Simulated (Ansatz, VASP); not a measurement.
# Si3N4 (amorphous silicon nitride) in two plane-wave programs

Aim: how closely do two programs agree when they are given the same cell, functional and k mesh? The structure shown is the end of the Ansatz relaxation below.

Main program and level: Ansatz 0.2.0; plane waves, with VASP 6.6.1 beside it; single point at PBEsol.

### 1. Starting point

The cell holds 126 atoms: 54 Si and 72 N. Cell: a = 10.944 Å, b = 10.970 Å, c = 10.939 Å, α = 90.0°, β = 90.0°, γ = 90.0°. As first built, before any earlier steps moved the atoms (in the runner's words): 126 atoms (54 Si, 72 N) placed at random at 3.14 g/cm^3 and pushed apart to contact distance.

### 2. Ansatz: relaxation, PBEsol

Ansatz runs on its default PAW (the set named soft_2) files.

This run makes the geometry at which the two programs are then compared.

File input.yaml:

```yaml
crystal:
  lattice:
    - [11.02785, 0.0, 0.0]
    - [0.0, 11.05672, 0.0]
    - [0.0, 0.0, 11.02752]
  atoms:
    - { symbol: Si, position: [0.52699, 0.83214, 0.20302] }
    - { symbol: Si, position: [0.1142, 0.68507, 0.60551] }
    # ... one line an atom, as in the record's system
kpoints:
  mp_grid: { grid: [1, 1, 1] }
hamiltonian:
  xc: pbesol
scf:
  occupations: { method: fixed }
output:
  forces: true
  stress: true
relax:
  f_tol: 0.04
  max_steps: 60
  cell: { stress_tol: 0.1, fix: [alpha, beta, gamma] }
```

The run is started by

```bash
ansatz run input.yaml --threads 32 --pin off --max-ram 92160MiB --backend cuda --events-out ev --progress --plain --runs-dir out --max-vram 78GiB
```

Numbers of over 12 decimals in the logs are rounded to 6 here.

The program printed:

```text
Engine: ansatz 0.2.0, aarch64-unknown-linux-gnu
Pseudopotentials: kind: paw
Pseudopotential: Si, paw, valence charge 4, recommended cutoff 420 eV (normal), Si.paw.azcp
Pseudopotential: N, paw, valence charge 5, recommended cutoff 420 eV (normal), N.paw.azcp
[...]
Crystal: 126 atoms, lattice volume = 1344.606 Å³
Basis set: ecut = 420 eV, 26201 PW (Γ), exchange–correlation on 150×150×150 points (8 copies of the dense FFT grid, shifted against one another)
Bands: 414, of which v1, the nominal top of the filled ones, is band 288 counted from 1 (287 counted from 0)
k-points: 1
PAW frozen core: Si, regenerated for the run's functional, and the local potential with it (the file was generated under x = pbe(κ = 0.804, μ = 0.219515), c = pbe(β = 0.066725))
PAW frozen core: N, regenerated for the run's functional, and the local potential with it (the file was generated under x = pbe(κ = 0.804, μ = 0.219515), c = pbe(β = 0.066725))
[...]
automatic band count: iteration 3 solves 376 bands in place of 414: the levels show a gap, and the empty bands left out lie too high to hold charge; the band table lists the bands solved (type scf.n_extra_bands for more)
relax step   1: F+E_penalty+E_count = -60915.26109424 eV  Δ(F+E_penalty+E_count) = +0.000e0 eV  max|allowed force component| = 2.493e-1 eV/Å  Δτ_max = 0.0000 Å  P = -3.685 GPa  Ω = 1344.606 Å³
[... from here on, the SCF cycles and remarks between the steps are left out ...]
relax step   2: F+E_penalty+E_count = -60915.54847238 eV  Δ(F+E_penalty+E_count) = -2.874e-1 eV  max|allowed force component| = 1.401e-1 eV/Å  Δτ_max = 0.0206 Å  P = -1.697 GPa  Ω = 1329.748 Å³
relax step   4: F+E_penalty+E_count = -60915.67765970 eV  Δ(F+E_penalty+E_count) = -1.042e-2 eV  max|allowed force component| = 1.198e-1 eV/Å  Δτ_max = 0.0077 Å  P = +0.194 GPa  Ω = 1316.422 Å³
relax step   7: F+E_penalty+E_count = -60915.70919598 eV  Δ(F+E_penalty+E_count) = -9.777e-3 eV  max|allowed force component| = 3.730e-2 eV/Å  Δτ_max = 0.0358 Å  P = +0.000 GPa  Ω = 1314.439 Å³
relax step  10: F+E_penalty+E_count = -60915.53703801 eV  Δ(F+E_penalty+E_count) = +1.024e-1 eV  max|allowed force component| = 8.275e-1 eV/Å  Δτ_max = 0.0609 Å  P = -0.066 GPa  Ω = 1315.523 Å³
relax step  13: F+E_penalty+E_count = -60915.63981848 eV  Δ(F+E_penalty+E_count) = +7.654e-4 eV  max|allowed force component| = 1.123e-1 eV/Å  Δτ_max = 0.0127 Å  P = -0.009 GPa  Ω = 1313.365 Å³
relax step  14: F+E_penalty+E_count = -60915.64157602 eV  Δ(F+E_penalty+E_count) = -9.922e-4 eV  max|allowed force component| = 1.729e-2 eV/Å  Δτ_max = 0.0044 Å  P = -0.006 GPa  Ω = 1313.389 Å³
relax step  15: F+E_penalty+E_count = -60915.64157602 eV  Δ(F+E_penalty+E_count) = -2.066e-9 eV  max|allowed force component| = 1.728e-2 eV/Å  Δτ_max = 0.0000 Å  P = -0.008 GPa  Ω = 1313.389 Å³
basis re-selected at this cell: Δ(F+E_penalty+E_count) = -2.066e-9 eV, ΔP = -0.002 GPa vs the last step (what re-selecting the basis moved, of the pressure what is left beyond the Pulay correction that the steps carried, after the strain that the cell walked since its last selection, with what the two solves' SCF thresholds leave and, on support functions, any second-order correction that the steps lacked; it is no m [...]
SCF converged after 4 iterations
Free energy (F): -60915.641576 eV
Internal energy: -60915.641576 eV  (E = F + TS)
E sigma→0 (E₀):  -60915.641576 eV
Fermi energy:    8.470052 eV
--- Forces (eV/Å), atoms counted from 1 ---
  max |Σ_I F_I| component: 2.42e-5 eV/Å
--- Stress (GPa, compression-positive) ---
       -0.004361      -2.155623       0.440735
       -2.155622      -0.007584      -1.552151
        0.440735      -1.552151      -0.010661
  P = ⅓ Tr σ = -0.0075 GPa (-0.075 kbar)
--- Band table (eV) ---
--- Relaxed structure (13 steps of the walk, 10 accepted, 2 SCFs on fresh bases) ---
  F+E_penalty+E_count = -60915.64157602 eV   max|allowed force component| = 1.728e-2 eV/Å   (the final SCF, on the basis selected at the relaxed cell)
  cell:  # Å, volume = 1313.3894 Å³
    - [10.944280, 0, 0]
    - [0, 10.970076, 0]
    - [0, 0, 10.939480]
  atoms:
    [... one line an atom ...]
```

### 3. VASP: single point, PBEsol

The same cell, functional and mesh now go to VASP, with its own data sets.

Lines of VASP's logs that name or quote its potential files are left out, and so is its time.

File INCAR:

```
SYSTEM = Si3N4
PREC = Accurate
ENCUT = 520
EDIFF = 1E-06
NELM = 120
ISMEAR = 0
SIGMA = 0.01
LREAL = Auto
ALGO = Normal
GGA = PS
NBANDS = 384
LORBIT = 11
LWAVE = .FALSE.
LCHARG = .FALSE.
ISIF = 2
LASPH = .TRUE.
GGA_COMPAT = .FALSE.
EFERMI = MIDGAP
NCORE = 4
```

File POSCAR:

```
Si3N4
1.0
   10.9442800000      0.0000000000      0.0000000000
    0.0000000000     10.9700760000      0.0000000000
    0.0000000000      0.0000000000     10.9394800000
Si N
54 72
Direct
    0.5267200000      0.8321200000      0.2026300000
    0.1133200000      0.6857900000      0.6058200000
    0.7406500000      0.5131300000      0.3734500000
    0.9988200000      0.9277400000      0.4925100000
    0.3587400000      0.6517300000      0.1098500000
    0.3053900000      0.4480900000      0.3072000000
    0.4822900000      0.5172800000      0.4873000000
    0.3527300000      0.1078700000      0.6903600000
    0.8743500000      0.9262700000      0.7604500000
    0.1079700000      0.0180700000      0.1774300000
    0.6298800000      0.9676300000      0.9558300000
    0.8297200000      0.7877100000      0.9767400000
    0.5050700000      0.4774900000      0.7506900000
    0.7682400000      0.4411200000      0.8346200000
    0.8258000000      0.1818500000      0.7630100000
    0.5796200000      0.6455000000      0.9100400000
    0.0858200000      0.1836600000      0.4037300000
    0.6376500000      0.0297100000      0.3416500000
    0.0888200000      0.2479100000      0.6592400000
    0.7341600000      0.9759000000      0.5972000000
    0.2779100000      0.0171700000      0.4932000000
    0.0651200000      0.6532400000      0.0395000000
    0.3047300000      0.6658600000      0.7697300000
    0.0403300000      0.2519000000      0.9253100000
    0.2187000000      0.4305300000      0.5643200000
    0.0711600000      0.5613500000      0.2834900000
    0.8464200000      0.2608300000      0.5022100000
    0.2332400000      0.8383000000      0.1281200000
    0.2765100000      0.0801900000      0.9780500000
    0.1723200000      0.3675700000      0.1070300000
[... 90 atom lines left out ...]
    0.7877800000      0.9455900000      0.9645300000
    0.9292700000      0.1940400000      0.3792900000
    0.8908600000      0.9379800000      0.6021600000
    0.5348000000      0.4234600000      0.6060200000
    0.0820100000      0.3456700000      0.7969000000
    0.2255600000      0.5339300000      0.7964000000
```

File KPOINTS:

```
Automatic mesh
0
Gamma
1 1 1
0 0 0
```

PAW data sets: Si and N (PBE family, release 64).

The run is started by

```bash
mpirun -np 16 vasp_gam
```

The program printed:

```text
[banner, memory and clock lines left out]
running   16 mpi-ranks, on    1 nodes
[...]
|                                                                             |
|               ----> ADVICE to this user running VASP <----                  |
|                                                                             |
|     You enforced a specific xc type in the INCAR file but a different       |
|     [... a line on the potential file left out ...]
|     I HOPE YOU KNOW WHAT YOU ARE DOING!                                     |
|                                                                             |

 LDA part: xc-table for (Slater+PW92), standard interpolation
 POSCAR, INCAR and KPOINTS ok, starting setup
[...]
entering main loop
       N       E                     dE             d eps       ncg     rms          rms(c)
DAV:   1     0.441828238479E+04    0.44183E+04   -0.32516E+05   768   0.148E+03
DAV:   2    -0.730445391932E+03   -0.51487E+04   -0.48850E+04   976   0.347E+02
DAV:   3    -0.116338444931E+04   -0.43294E+03   -0.42802E+03   928   0.104E+02
DAV:   4    -0.117444632944E+04   -0.11062E+02   -0.10995E+02   952   0.175E+01
[...]
DAV:  16    -0.103468529597E+04   -0.11940E-04   -0.29541E-05   888   0.986E-03    0.757E-03
DAV:  17    -0.103468529848E+04   -0.25174E-05   -0.67003E-06   936   0.520E-03    0.457E-03
DAV:  18    -0.103468529907E+04   -0.58669E-06   -0.12882E-06   568   0.226E-03
   1 F= -.10346853E+04 E0= -.10346853E+04  d E =0.000000E+00
```

Parts of OUTCAR (step 3):

```text
  Total        2.1297115      2.3214979      1.9389637    -17.8625480    -12.6694892      3.5606824
  in kB        2.5979922      2.8319486      2.3653028    -21.7901631    -15.4552551      4.3436049
  external PRESSURE =       2.5984145 kB  Pullay stress =       0.0000000 kB

 POSITION                                       TOTAL-FORCE (eV/Angst)
 -----------------------------------------------------------------------------------
[...]
6.17947      4.51649      1.14558         0.007339     -0.006710     -0.007566
      3.32214      9.50963      4.87146        -0.012547      0.005847     -0.012782
      5.99834      9.33356      9.43508         0.007067      0.009487      0.021553
      7.82363      3.20973      8.63355         0.003137      0.014453     -0.001935
      2.07077     10.62342      0.50890         0.005932     -0.007977     -0.015768
      7.00609      5.79505      8.97694         0.011663      0.006248     -0.006437
      8.12678      5.68085      2.31184         0.008575      0.003328     -0.018912
      4.15861      8.79416      1.76355         0.006530      0.019605      0.006674
      1.57510      9.70896      2.74756        -0.007215     -0.009344      0.035121
      0.91549      5.72397      6.56139        -0.005427     -0.006139      0.004830
      9.97396      1.84955      9.85330        -0.004155      0.012284     -0.015751
      8.40586      0.32987      2.84426         0.000482     -0.007578      0.001369
     10.92086      8.58310     10.79628        -0.023254      0.014946      0.014448
[...]
-----------------------------------------------------------------------------------
    total drift:                                0.001199      0.008757     -0.000873

  FREE ENERGIE OF THE ION-ELECTRON SYSTEM (eV)
  ---------------------------------------------------
  free  energy   TOTEN  =     -1034.6852990717 eV

  energy  without entropy=    -1034.6852990717  energy(sigma->0) =    -1034.68529907

[... 3 further parts left out ...]
[key lines of the parts left out:]
E-fermi :   8.0879
```

The run ends at a pressure of 0.26 GPa, with forces up to 0.086 eV/Å.

### 4. Comparison

Known differences besides the potentials themselves: fixed occupations in Ansatz, narrow Gaussian smearing in VASP; the cutoff is 420 eV in Ansatz and 520 eV in VASP (PREC = Accurate, projectors in real space); Ansatz makes its cores anew for this functional, VASP keeps those of its PBE data sets. Total energies have different zeros and are not compared.

The two programs side by side:

```
              quantity  Ansatz   VASP  difference
gap on the k mesh (eV)   2.268  2.249      +0.019
```

A gap on the mesh is an upper bound, since the band edges may lie between its points.

### 5. Results

```
difference in gap on the k mesh (single point, PBEsol) : 0.019 eV
```

In words: The difference in gap on the k mesh is 0.019 eV (single point, PBEsol), within the 0.08 eV picked in this series as the mark of a large difference. How closely two codes agree says nothing of how well the functional describes the real material.

[Lines on the potential files, build, host, timing and source positions are cut from VASP's logs without a mark.]

[Logs are printed without paths, hosts, clocks, repeated set-up lines and the standing remarks that a program may print on its own settings, such as how far it seeks lower states.]

[Hosts, paths, dates, database ids (printed as entryN), source tags and the programs' standing remarks are cut or masked in the printed files.]
